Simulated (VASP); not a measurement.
RbBr2:

```
Rb Br
1.0
     4.89128    0.00000    0.00000
     0.00000    4.89128    0.00000
     0.00000    0.00000    5.05866
Rb Br
1 2
Cartesian
  0.0000 0.0000 2.5293
  0.0000 2.4456 0.0000
  2.4456 0.0000 0.0000
```

The cell was built by a generator and needn't be a form met in nature.

| Property | Result |
| --- | --- |
| Program | VASP 6.6.1 |
| Task | single point |
| Functional | PBE |
| Potentials or basis | VASP PAW PBE potentials, release 64 (Rb_sv, Br) |
| Cutoff | 520 eV |
| k mesh | 6 × 6 × 5 |
| Occupations | fermi-dirac, width 0.05 eV |
| Spin | no spin polarisation |

On this cell: pressure 0.0 GPa; largest force under 0.003 eV/Å; band gap on the k mesh none (metal or under the smearing width).

The same run follows on a disturbed copy (atoms moved at random, drawn with an rms of 0.05 Å):

```xyz
3
Lattice="4.8913 0.0000 0.0000 0.0000 4.8913 0.0000 0.0000 0.0000 5.0587" Properties=species:S:1:pos:R:3 pbc="T T T"
Rb   -0.0300    0.0376    2.5246
Br   -0.0020    2.5369   -0.0150
Br    2.5022   -0.0231   -0.0037
```

Task: What changes?

Result: The energy (extrapolated to zero smearing) moves by +4.2 meV/atom; pressure 0.1 GPa; largest force 0.167 eV/Å; band gap on the k mesh none (metal or under the smearing width).

Forces in eV/Å, atoms in the order of the input:
```
Rb   0.077  0.052 -0.008
Br   0.054 -0.155  0.014
Br  -0.131  0.103 -0.006
```

Stress tensor (GPa, compression positive):
```
0.16 0.11 0.00
0.11 0.10 0.00
0.00 0.00 0.07
```

Caveats: an odd number of electrons without spin polarisation forces a metal; a magnetic or distorted state may lie lower.
